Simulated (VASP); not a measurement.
Given:

```yaml
crystal:
  lattice:
    - [0.00000, 2.83133, 2.83133]
    - [2.83133, 0.00000, 2.83133]
    - [2.83133, 2.83133, 0.00000]
  atoms:
    - { symbol: Ga, position: [0.00000, 0.00000, 0.00000] }
    - { symbol: As, position: [0.25000, 0.25000, 0.25000] }
```

These are PBEsol GGA, VASP's PBE PAW potentials (set 64) (plane waves; VASP) values and carry that method's errors. Settings: 520 eV cut-off, 9×9×9 Γ-centred mesh, tetrahedra with Blöchl corrections, potentials Ga_d As.

Task: Predict the energy per atom (σ→0), band gap (on the k-mesh) with the smallest direct gap where there is one.

Result: 
The band gap (on the k-mesh) comes out as 0.42 eV and the smallest direct gap (on the k-mesh) comes out as 0.42 eV. The energy per atom (σ→0) comes out as -4.545 eV/atom.

The compound is GaAs in the zinc blende structure. It was relaxed first.
